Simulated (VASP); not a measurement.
These are PBE GGA, VASP's PBE PAW potentials (set 64) (plane waves; VASP) values and carry that method's errors.

Input for VASP

File KPOINTS:
```
Automatic mesh
0
Gamma
9 9 5
0 0 0
```

**INCAR**
```
EDIFFG = -0.02   # ionic stop
ISMEAR = 1
SIGMA = 0.1
ISIF = 3
SYSTEM = SnO
GGA = PE
LMAXMIX = 4   # l cut-off of mixed one-centre charges
LREAL = F   # projection in real space or not
EDIFF = 1E-6
LWAVE = F
ENCUT = 520   # plane-wave cut-off (eV)
LASPH = T
NSW = 60
IBRION = 2
ALGO = Normal
LCHARG = F
NELM = 100
PREC = Accurate
```

POSCAR:
```
SnO
1
    3.4611907538    -0.0000000000     0.0000000000
   -1.7305953769     2.9974789600    -0.0000000000
   -0.0000000000    -0.0000000000     6.4572257980
Sn O
2 2
Direct
  0.0000000000   0.0000000000   0.0000000000
  0.0000000000   0.0000000000   0.5000000000
  0.3333330000   0.6666670000   0.2500000000
  0.6666670000   0.3333330000   0.7500000000
```

POTCAR, in this order: Sn_d O (PBE.64 set). Program: vasp_std.

Output

OSZICAR:
```
       N       E                     dE             d eps       ncg     rms          rms(c)
DAV:   1     0.398754162360E+03    0.39875E+03   -0.20763E+04  1792   0.257E+03
DAV:   2     0.336957339637E+02   -0.36506E+03   -0.35870E+03  1872   0.587E+02
DAV:   3    -0.220381933078E+02   -0.55734E+02   -0.54999E+02  2032   0.194E+02
DAV:   4    -0.243726211948E+02   -0.23344E+01   -0.23297E+01  2032   0.438E+01
DAV:   5    -0.244425459550E+02   -0.69925E-01   -0.69914E-01  2320   0.759E+00    0.115E+01
DAV:   6    -0.210290095512E+02    0.34135E+01   -0.29489E+01  2624   0.610E+01    0.675E+00
DAV:   7    -0.206752430646E+02    0.35377E+00   -0.44561E+00  1832   0.127E+01    0.234E+00
DAV:   8    -0.206594902080E+02    0.15753E-01   -0.48984E-01  2136   0.438E+00    0.698E-01
DAV:   9    -0.206464390807E+02    0.13051E-01   -0.77321E-02  2848   0.189E+00    0.202E-01
DAV:  10    -0.206475025317E+02   -0.10635E-02   -0.17945E-02  2264   0.939E-01    0.199E-01
DAV:  11    -0.206467423491E+02    0.76018E-03   -0.46337E-03  2448   0.410E-01    0.138E-02
DAV:  12    -0.206467719027E+02   -0.29554E-04   -0.30124E-04  1928   0.105E-01    0.221E-02
DAV:  13    -0.206467690508E+02    0.28520E-05   -0.38080E-05  2432   0.564E-02    0.386E-03
DAV:  14    -0.206467685778E+02    0.47295E-06   -0.56401E-06  1744   0.198E-02
   1 F= -.20646769E+02 E0= -.20647043E+02  d E =-.206468E+02
```

### OUTCAR
```
------------------------ aborting loop because EDIFF is reached ----------------------------------------
  FORCE on cell =-STRESS in cart. coord.  units (eV):
  Direction    XX          YY          ZZ          XY          YZ          ZX
  --------------------------------------------------------------------------------------
  Total        0.0132587      0.0132587     -0.0116023     -0.0000000      0.0000000      0.0000000
  in kB        0.3170899      0.3170899     -0.2774761     -0.0000000      0.0000000      0.0000000
  external PRESSURE =       0.1189012 kB  Pullay stress =       0.0000000 kB
  volume of cell :       66.99
      direct lattice vectors                 reciprocal lattice vectors
     3.461190754  0.000000000  0.000000000     0.288917910  0.166806842  0.000000000
    -1.730595377  2.997478960  0.000000000     0.000000000  0.333613684  0.000000000
     0.000000000  0.000000000  6.457225798     0.000000000  0.000000000  0.154865267
 POSITION                                       TOTAL-FORCE (eV/Angst)
 -----------------------------------------------------------------------------------
      0.00000      0.00000      0.00000         0.000000      0.000000     -0.000000
      0.00000      0.00000      3.22861        -0.000000      0.000000     -0.000000
     -0.00000      1.99832      1.61431         0.000000      0.000000      0.000000
      1.73060      0.99916      4.84292        -0.000000      0.000000     -0.000000
 -----------------------------------------------------------------------------------
    total drift:                               -0.000000      0.000000      0.000000
  FREE ENERGIE OF THE ION-ELECTRON SYSTEM (eV)
  ---------------------------------------------------
  free  energy   TOTEN  =       -20.6467685778 eV

  energy  without entropy=      -20.6475919149  energy(sigma->0) =      -20.64704302

 reached required accuracy - stopping structural energy minimisation
```
(Selected blocks of OUTCAR.)

The structure was generated: SnO was put into the NiAs type type (P6_3/mmc), which need not be its known phase. It was relaxed first, which changed the volume by +60 %. The start is the result of an earlier pass.
